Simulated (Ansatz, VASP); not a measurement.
## BiO3: VASP beside Ansatz

The input INCAR:

```
PREC     = Accurate       # precision mode
ENCUT    = 520            # plane-wave cutoff, eV
EDIFF    = 1E-6           # SCF threshold, eV
ISMEAR   = 0              # smearing method
SIGMA    = 0.1            # smearing width, eV
LREAL    = F              # projectors in reciprocal space
LASPH    = T              # aspherical terms in the spheres
NELM     = 100            # most SCF steps
ALGO     = Normal         # electronic algorithm
ISIF     = 2              # what is computed and relaxed
LWAVE    = F              # write WAVECAR
LCHARG   = F              # write CHGCAR
GGA      = PE             # functional
NBANDS   = 24             # bands
```

KPOINTS

```
Automatic mesh
0
Gamma
  6 6 4
```

Contents of POSCAR:

```
BiO3
1.0
    3.0434911200      0.0000000000      0.0000000000
    0.0000000000      3.0434911200      0.0000000000
    0.0000000000      0.0000000000      6.1679617400
Bi O
1 3
Direct
    0.5000000000      0.5000000000      0.5000000000
    0.0000000000      0.0000000000      0.7474227500
    0.0000000000      0.0000000000      0.2525772500
    0.5000000000      0.5000000000      0.0000000000
```

Input for Ansatz:

```yaml
crystal:
  lattice:
    - [3.04349112, 0.0, 0.0]
    - [0.0, 3.04349112, 0.0]
    - [0.0, 0.0, 6.16796174]
  atoms:
    - { symbol: Bi, position: [0.5, 0.5, 0.5] }
    - { symbol: O, position: [0.0, 0.0, 0.74742275] }
    - { symbol: O, position: [0.0, 0.0, 0.25257725] }
    - { symbol: O, position: [0.5, 0.5, 0.0] }
basis:
  ecutwfc: 420
kpoints:
  mp_grid: { grid: [6, 6, 4] }
hamiltonian:
  xc: pbe
scf:
  occupations: { method: gaussian, width: 0.1 }
  lower_state_search: "off"
output:
  forces: true
  stress: true
  eigenvalues: true
```

Change from the starting cell: species swapped into the MnFe3 type (P4/mmm, No. 123).

Alike in both runs: task single point; functional PBE; k mesh 6 × 6 × 4; occupations gaussian, width 0.1 eV; no spin polarisation.

|  | VASP | Ansatz |
| --- | --- | --- |
| version | VASP 6.6.1 | Ansatz 0.2.0 |
| potentials or method | VASP PAW PBE potentials, release 64 (Bi_d, O) | scalar-relativistic, plane waves, PAW |
| plane-wave cutoff (eV) | 520 | 420 |
| valence electrons in the cell | 33 | 33 |

Ansatz gave:

- gap on the k mesh at the Fermi level (eV): none
- pressure (GPa): -8.4
- largest component of the traceless stress (GPa): 16.54
- rms of the force components (eV/Å): 0.787

Problem. Estimate VASP's values.

Solution. gap on the k mesh at the Fermi level (eV): none; pressure (GPa): -8.4; largest component of the traceless stress (GPa): 16.56; rms of the force components (eV/Å): 0.779.

Atom by atom the forces differ by 0.008 eV/Å (rms over components). A gap of «none» marks a metal or a gap that the smearing closes.

Caveats: spin-orbit coupling is left out, which moves the levels of the heavy elements; an odd number of electrons without spin polarisation forces a metal; a magnetic or distorted state may lie lower.
